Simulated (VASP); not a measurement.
Crystal: Mo.

```xyz
1
Lattice="-1.5734 1.5734 1.5734 1.5734 -1.5734 1.5734 1.5734 1.5734 -1.5734" Properties=species:S:1:pos:R:3 pbc="T T T"
Mo    0.0000    0.0000    0.0000
```

- Program: VASP 6.6.1
- Task: relaxation of cell and atoms
- Functional: PBE
- Potentials or basis: VASP PAW PBE potentials, release 64 (Mo_sv)
- Cutoff: 600 eV
- k mesh: 16 × 16 × 16
- Occupations: methfessel-paxton, width 0.1 eV
- Spin: no spin polarisation

At the start: pressure 3.8 GPa; volume 15.58 Å³/atom.

Problem. Where does the relaxation end?

Solution. Over 3 steps the energy falls by 2.6 meV/atom and the volume is 15.80 Å³/atom (+1.4 %); space group Im-3m (No. 229, to 0.05 Å).

The path:
```tsv
step	energy change (eV)	largest force (eV/Å)	pressure (GPa)	volume (Å³)
1	0.0000	0.0000	3.79	15.58
2	0.0163	0.0000	-9.34	16.43
3	-0.0026	0.0000	-0.05	15.80
```

Final structure:
```
Mo
1.0
    -1.58089    1.58089    1.58089
     1.58089   -1.58089    1.58089
     1.58089    1.58089   -1.58089
Mo
1
Direct
  0.00000 0.00000 0.00000
```
